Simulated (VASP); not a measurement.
## Driving VASP from ASE on ZnCu

Do ASE scripts that read ZnCu from different structure formats give one answer, and do several routes find one equilibrium volume? All runs use LDA. Left out of this account: 1 further run (fields: a reference on another mesh). The start is a cell from a database of measured crystal structures.

Main program and level: VASP 6.6.1; LDA; plane waves and PAW (Zn, Cu).

## (1) The starting structure

It takes space group Pm-3m (No. 221, cubic). The conventional cell has a = 2.945 Å, b = 2.945 Å, c = 2.945 Å, α = 90.00°, β = 90.00°, γ = 90.00°. Nearest to Zn lie 8 Cu at 2.55 Å. Nearest to Cu lie 8 Zn at 2.55 Å. Farther neighbours are not listed.

As a file:

```
Zn Cu
1.0
     2.94500    0.00000    0.00000
     0.00000    2.94500    0.00000
     0.00000    0.00000    2.94500
Zn Cu
1 1
Direct
  0.50000 0.50000 0.50000
  0.00000 0.00000 0.00000
```

## (2) Self-consistent run (LDA, through ASE)

A single point through ASE, with the structure read from an extended xyz file.

run.py reads:

```python
import numpy as np
from ase.calculators.vasp import Vasp
from ase.io import read
from ase.dft.bandgap import bandgap

atoms = read('ZnCu.xyz')

calc = Vasp(
    xc='lda',
    pp='LDA',
    prec='Accurate',
    encut=400,
    ediff=1e-06,
    nelm=100,
    ismear=-1,
    sigma=0.05,
    lreal=False,
    algo='Normal',
    nbands=17,
    lasph=True,
    lorbit=11,
    lwave=False,
    lcharg=False,
    kpar=2,
    isif=2,
    pp_version='64',
    setups={'Zn': '', 'Cu': ''},
    kpts=(13, 13, 13),
    gamma=True,
    txt='vasp.out',
)
atoms.calc = calc

print("energy (eV):", round(atoms.get_potential_energy(), 6))
print("Fermi level (eV):", round(calc.get_fermi_level(), 4))
print("forces (eV/A):")
print(np.round(atoms.get_forces(), 4))
print("stress (GPa, Voigt, tension positive):", np.round(atoms.get_stress() * 160.21766, 3))
gap, p1, p2 = bandgap(calc, direct=False)
print("gap on the mesh (eV):", round(gap, 4))
```

ZnCu.xyz reads:

```xyz
2
Lattice="2.9450000000 0.0000000000 0.0000000000 0.0000000000 2.9450000000 0.0000000000 0.0000000000 0.0000000000 2.9450000000" Properties=species:S:1:pos:R:3 pbc="T T T"
Zn     1.4725000000      1.4725000000      1.4725000000
Cu     0.0000000000      0.0000000000      0.0000000000
```

Potentials, in the order of the species: Zn and Cu (LDA family, release 64).

Started as:

```
$ export ASE_VASP_COMMAND="mpirun -np 2 vasp_std"
$ python run.py
```

Output:

```text
energy (eV): -6.740206
Fermi level (eV): 5.2905
forces (eV/A):
[[0. 0. 0.]
 [0. 0. 0.]]
stress (GPa, Voigt, tension positive): [ 9.658  9.658  9.658 -0.    -0.    -0.   ]
gap on the mesh (eV): 0.0
```

Run time: 8.6 s. Hardware: 2 MPI ranks of Intel Xeon 6975P-C (Granite Rapids), shared host; peak memory 0.25 GiB.

The logs omit lines about the potential files and the build; timing stands in the text.

ASE turned this into the INCAR:

```
ENCUT = 400.000000
SIGMA = 0.050000
EDIFF = 1.00e-06
ALGO = Normal
PREC = Accurate
ISIF = 2
ISMEAR = -1
KPAR = 2
LORBIT = 11
NBANDS = 17
NELM = 100
LASPH = .TRUE.
LCHARG = .FALSE.
LWAVE = .FALSE.
LREAL = .FALSE.
```

ASE turned this into the KPOINTS:

```
KPOINTS created by Atomic Simulation Environment
0
Gamma
13 13 13
0 0 0
```

VASP's own log, vasp.out:

```text
[banner, memory and clock lines left out]
running    2 mpi-ranks, on    1 nodes
 distrk:  each k-point on    1 cores,    2 groups
 distr:  one band on    1 cores,    1 groups

 POSCAR found type information on POSCAR ZnCu
 POSCAR found :  2 types and       2 ions
 LDA part: xc-table for (Slater(with rela. corr.)+CA(PZ))
 , standard interpolation
 POSCAR, INCAR and KPOINTS ok, starting setup
 FFT: planning ... GRIDC
 FFT: planning ... GRID_SOFT
 FFT: planning ... GRID
 WAVECAR not read
 entering main loop
       N       E                     dE             d eps       ncg     rms          rms(c)
DAV:   1     0.988483699235E+02    0.98848E+02   -0.97157E+03  3104   0.189E+03
DAV:   2    -0.469563459073E+01   -0.10354E+03   -0.99765E+02  2859   0.279E+02
DAV:   3    -0.789637115048E+01   -0.32007E+01   -0.31882E+01  3436   0.648E+01
DAV:   4    -0.791866931324E+01   -0.22298E-01   -0.22294E-01  3427   0.485E+00
DAV:   5    -0.791903628772E+01   -0.36697E-03   -0.36697E-03  3572   0.645E-01    0.972E+00
DAV:   6    -0.776559291672E+01    0.15344E+00   -0.16506E+01  3014   0.101E+02    0.627E+00
DAV:   7    -0.675790116974E+01    0.10077E+01   -0.36461E+00  3048   0.977E+01    0.222E+00
DAV:   8    -0.675354538533E+01    0.43558E-02   -0.16012E-01  3870   0.559E+00    0.122E+00
DAV:   9    -0.674317696242E+01    0.10368E-01   -0.12604E-02  3536   0.243E+00    0.738E-02
DAV:  10    -0.674312723601E+01    0.49726E-04   -0.75528E-04  4447   0.583E-01    0.425E-02
DAV:  11    -0.674312249875E+01    0.47373E-05   -0.76816E-05  3517   0.256E-01    0.103E-02
DAV:  12    -0.674312255816E+01   -0.59410E-07   -0.60672E-06  3304   0.563E-02
   1 F= -.67431226E+01 E0= -.67402057E+01  d E =-.583370E-02
```

Parts of OUTCAR (step 2):

```text
ion  position               nearest neighbor table
   1  0.500  0.500  0.500-   2 2.55   2 2.55   2 2.55   2 2.55   2 2.55   2 2.55   2 2.55   2 2.55

  LATTYP: Found a simple cubic cell.
 ALAT       =     2.9450000000

 Subroutine GETGRP returns: Found 48 space group operations
 (whereof 48 operations were pure point group operations)

The static configuration has the point symmetry O_h .

 Found     84 irreducible k-points:

   k-points           NKPTS =     84   k-points in BZ     NKDIM =     84   number of bands    NBANDS=     17

   dimension x,y,z NGX =    20 NGY =   20 NGZ =   20
   dimension x,y,z NGXF=    40 NGYF=   40 NGZF=   40

   ENCUT  =  400.0 eV  29.40 Ry    5.42 a.u.   4.80  4.80  4.80*2*pi/ulx,y,z

   NELECT =      23.0000    total number of electrons

 k-points in reciprocal lattice and weights: KPOINTS created by Atomic Simulation Env
   0.00000000  0.00000000  0.00000000       0.000
   0.07692308  0.00000000  0.00000000       0.003
   0.15384615  0.00000000  0.00000000       0.003
   0.23076923  0.00000000  0.00000000       0.003
   0.30769231  0.00000000  0.00000000       0.003
   0.38461538  0.00000000  0.00000000       0.003
   0.46153846  0.00000000  0.00000000       0.003
   0.07692308  0.07692308  0.00000000       0.005
   0.15384615  0.07692308  0.00000000       0.011
[...]
0.46153846  0.46153846  0.38461538       0.011
   0.46153846  0.46153846  0.46153846       0.004

 average (electrostatic) potential at core
       1 -35.3760       2 -67.0698

 E-fermi :   5.2905

 k-point     1 :       0.0000    0.0000    0.0000
  band No.  band energies     occupation
    ...
      7       1.6938      2.00000
      8       1.6938      2.00000
      9       2.5266      2.00000
     10       2.5266      2.00000
     11       2.5266      2.00000
     12      11.4718      0.00000
     13      11.4718      0.00000
     14      11.4718      0.00000
     15      16.6914      0.00000
     16      16.6914      0.00000
    ...

 k-point     2 :       0.0769    0.0000    0.0000
  band No.  band energies     occupation
    ...
      7       1.6876      2.00000
      8       1.7041      2.00000
      9       2.4905      2.00000
     10       2.4905      2.00000
     11       2.5224      2.00000
     12      10.4819      0.00000
     13      11.6349      0.00000
     14      11.6349      0.00000
     15      16.7485      0.00000
     16      17.0912      0.00000
    ...

 k-point     3 :       0.1538    0.0000    0.0000
  band No.  band energies     occupation
    ...
      7       1.6700      2.00000
      8       1.7257      2.00000
      9       2.3938      2.00000
     10       2.3938      2.00000
     11       2.5107      2.00000
     12       8.6097      0.00000
     13      12.1112      0.00000
     14      12.1112      0.00000
     15      16.9214      0.00000
     16      17.3074      0.00000
    ...

  Total       -1.5397111     -1.5397111     -1.5397111     -0.0000000      0.0000000      0.0000000
  in kB      -96.5814980    -96.5814980    -96.5814980     -0.0000000      0.0000000      0.0000000
  external PRESSURE =     -96.5814980 kB  Pullay stress =       0.0000000 kB

  energy-cutoff  :      400.00
  volume of cell :       25.54
      direct lattice vectors                 reciprocal lattice vectors
     2.945000000  0.000000000  0.000000000     0.339558574  0.000000000  0.000000000
     0.000000000  2.945000000  0.000000000     0.000000000  0.339558574  0.000000000
     0.000000000  0.000000000  2.945000000     0.000000000  0.000000000  0.339558574

 POSITION                                       TOTAL-FORCE (eV/Angst)
 -----------------------------------------------------------------------------------
      1.47250      1.47250      1.47250         0.000000      0.000000      0.000000
      0.00000      0.00000      0.00000         0.000000      0.000000      0.000000
 -----------------------------------------------------------------------------------
    total drift:                               -0.000000      0.000000     -0.000000

  FREE ENERGIE OF THE ION-ELECTRON SYSTEM (eV)
  ---------------------------------------------------
  free  energy   TOTEN  =        -6.7431225582 eV

  energy  without entropy=       -6.7372888585  energy(sigma->0) =       -6.74020571

 total charge
# of ion       s       p       d       tot
------------------------------------------
    1        0.591   0.524   9.737  10.852
    2        0.432   0.383   9.185  10.000
--------------------------------------------------
tot          1.023   0.907  18.922  20.852

[... 3 further parts left out ...]
```

This run has no spin polarisation. Its electron count is odd, so without a moment it is a metal by construction. At this level the cell is under a tension of 9.7 GPa, so at these settings it is away from equilibrium.

Numbers from this step:

```
SCF cycles              : 12
electrons               : 23
bands                   : 17
irreducible k-points    : 84
symmetry operations     : 48
free energy (TOTEN)     : -6.743 eV
energy at zero smearing : -6.740 eV
Fermi energy            : 5.290 eV
pressure                : -9.658 GPa
metallic                : yes
```

The pressure is -9.66 GPa and the largest force 0.000 eV/Å, so the cell is not at a minimum at these settings.

## (3) Total energy, forces and stress (LDA, through ASE)

The single point through ASE, with the structure read from a CIF with its space group. The mesh changes to 9×9×9, so this is no clean test of the format.

run.py: that of step 2 with these lines changed.

```diff
@@ -5,3 +5,3 @@
 
-atoms = read('ZnCu.xyz')
+atoms = read('ZnCu.cif')
 
@@ -27,3 +27,3 @@
     setups={'Zn': '', 'Cu': ''},
-    kpts=(13, 13, 13),
+    kpts=(9, 9, 9),
     gamma=True,
```

ZnCu.cif reads:

```cif
data_ZnCu
_cell_length_a 2.94500000
_cell_length_b 2.94500000
_cell_length_c 2.94500000
_cell_angle_alpha 90.00000000
_cell_angle_beta 90.00000000
_cell_angle_gamma 90.00000000
_space_group_name_H-M_alt 'Pm-3m'
_space_group_name_Hall '-P 4 2 3'
_space_group_IT_number 221
loop_
_space_group_symop_operation_xyz
'x,y,z'
'-x,-y,-z'
'-y,x,z'
'y,-x,-z'
'-x,-y,z'
'x,y,-z'
'y,-x,z'
'-y,x,-z'
'x,-y,-z'
'-x,y,z'
'-y,-x,-z'
'y,x,z'
'-x,y,-z'
'x,-y,z'
'y,x,-z'
'-y,-x,z'
'z,x,y'
'-z,-x,-y'
'z,-y,x'
'-z,y,-x'
'z,-x,-y'
'-z,x,y'
'z,y,-x'
'-z,-y,x'
'-z,x,-y'
'z,-x,y'
'-z,-y,-x'
'z,y,x'
'-z,-x,y'
'z,x,-y'
'-z,y,x'
'z,-y,-x'
'y,z,x'
'-y,-z,-x'
'x,z,-y'
'-x,-z,y'
'-y,z,-x'
'y,-z,x'
'-x,z,y'
'x,-z,-y'
'-y,-z,x'
'y,z,-x'
'-x,-z,-y'
'x,z,y'
'y,-z,-x'
'-y,z,x'
'x,-z,y'
'-x,z,-y'
loop_
_atom_site_label
_atom_site_type_symbol
_atom_site_symmetry_multiplicity
_atom_site_Wyckoff_symbol
_atom_site_fract_x
_atom_site_fract_y
_atom_site_fract_z
_atom_site_occupancy
Zn1 Zn 1 b 0.5000000000 0.5000000000 0.5000000000 1
Cu1 Cu 1 a 0.0000000000 0.0000000000 0.0000000000 1
```

Output:

```text
energy (eV): -6.730416
Fermi level (eV): 5.3689
forces (eV/A):
[[0. 0. 0.]
 [0. 0. 0.]]
stress (GPa, Voigt, tension positive): [ 9.46  9.46  9.46  0.   -0.   -0.  ]
gap on the mesh (eV): 0.0
```

The job ended after 5.2 s (2 MPI ranks; peak memory 0.23 GiB).

The INCAR that ASE wrote:

```
ENCUT = 400.000000
SIGMA = 0.050000
EDIFF = 1.00e-06
ALGO = Normal
PREC = Accurate
ISIF = 2
ISMEAR = -1
KPAR = 2
LORBIT = 11
NBANDS = 17
NELM = 100
LASPH = .TRUE.
LCHARG = .FALSE.
LWAVE = .FALSE.
LREAL = .FALSE.
```

ASE turned this into the KPOINTS:

```
KPOINTS created by Atomic Simulation Environment
0
Gamma
9 9 9
0 0 0
```

vasp.out:

```text
[... set-up lines as in an earlier step ...]
 entering main loop
       N       E                     dE             d eps       ncg     rms          rms(c)
DAV:   1     0.985546925827E+02    0.98555E+02   -0.98095E+03  1294   0.189E+03
DAV:   2    -0.467568629603E+01   -0.10323E+03   -0.99647E+02  1207   0.280E+02
DAV:   3    -0.788673871390E+01   -0.32111E+01   -0.31952E+01  1372   0.643E+01
DAV:   4    -0.790824366106E+01   -0.21505E-01   -0.21500E-01  1420   0.483E+00
DAV:   5    -0.790861592590E+01   -0.37226E-03   -0.37226E-03  1450   0.656E-01    0.972E+00
DAV:   6    -0.775713214532E+01    0.15148E+00   -0.16490E+01  1260   0.101E+02    0.628E+00
DAV:   7    -0.674734004545E+01    0.10098E+01   -0.36302E+00  1272   0.977E+01    0.222E+00
DAV:   8    -0.674292992521E+01    0.44101E-02   -0.15972E-01  1621   0.561E+00    0.121E+00
DAV:   9    -0.673259478989E+01    0.10335E-01   -0.12572E-02  1467   0.241E+00    0.770E-02
DAV:  10    -0.673253887655E+01    0.55913E-04   -0.78589E-04  1900   0.611E-01    0.426E-02
DAV:  11    -0.673253322385E+01    0.56527E-05   -0.80279E-05  1470   0.262E-01    0.107E-02
DAV:  12    -0.673253340405E+01   -0.18020E-06   -0.59734E-06  1396   0.542E-02
   1 F= -.67325334E+01 E0= -.67304159E+01  d E =-.423493E-02
```

From OUTCAR (step 3):

```text
The static configuration has the point symmetry O_h .

 Found     35 irreducible k-points:

   k-points           NKPTS =     35   k-points in BZ     NKDIM =     35   number of bands    NBANDS=     17

   NELECT =      23.0000    total number of electrons

 E-fermi :   5.3689

 k-point     1 :       0.0000    0.0000    0.0000
  band No.  band energies     occupation
    ...
      7       1.6963      2.00000
      8       1.6963      2.00000
      9       2.5275      2.00000
     10       2.5275      2.00000
     11       2.5275      2.00000
     12      11.4721      0.00000
     13      11.4721      0.00000
     14      11.4721      0.00000
     15      16.6923      0.00000
     16      16.6923      0.00000
    ...

 k-point     2 :       0.1111    0.0000    0.0000
  band No.  band energies     occupation
    ...
      7       1.6835      2.00000
      8       1.7161      2.00000
      9       2.4545      2.00000
     10       2.4545      2.00000
     11       2.5189      2.00000
     12       9.6852      0.00000
     13      11.8098      0.00000
     14      11.8098      0.00000
     15      16.8117      0.00000
     16      17.1937      0.00000
    ...

  Total       -1.5081282     -1.5081282     -1.5081282     -0.0000000     -0.0000000      0.0000000
  in kB      -94.6003972    -94.6003972    -94.6003972     -0.0000000     -0.0000000      0.0000000
  external PRESSURE =     -94.6003972 kB  Pullay stress =       0.0000000 kB

  FREE ENERGIE OF THE ION-ELECTRON SYSTEM (eV)
  ---------------------------------------------------
  free  energy   TOTEN  =        -6.7325334040 eV

  energy  without entropy=       -6.7282984712  energy(sigma->0) =       -6.73041594

 total charge
# of ion       s       p       d       tot
------------------------------------------
    1        0.593   0.523   9.737  10.853
    2        0.435   0.381   9.185  10.000
--------------------------------------------------
tot          1.028   0.904  18.921  20.853

[... 7 parts as in an earlier step ...]

[... 6 further parts left out ...]
```

The k-mesh is coarse for a metal. At this level the cell is under a tension of 9.5 GPa, so at these settings it is away from equilibrium.

Numbers from this step:

```yaml
irreducible_k_points: 35
free_energy_toten: -6.733 eV
energy_at_zero_smearing: -6.730 eV
fermi_energy: 5.369 eV
pressure: -9.460 GPa
```

The energy lies +4.89 meV an atom from the first script, on another mesh.

(Part 1 of 3 ends here.)

[Lines on the potential files, build, host, timing and source positions are cut from VASP's logs without a mark.]

[Logs are printed without paths, hosts, clocks, repeated set-up lines and the standing remarks that a program may print on its own settings, such as how far it seeks lower states.]

[Hosts, paths, dates, database ids (printed as entryN), source tags and the programs' standing remarks are cut or masked in the printed files.]

[A measured line is paired with the nearest computed mode of its activity, which favours agreement.]
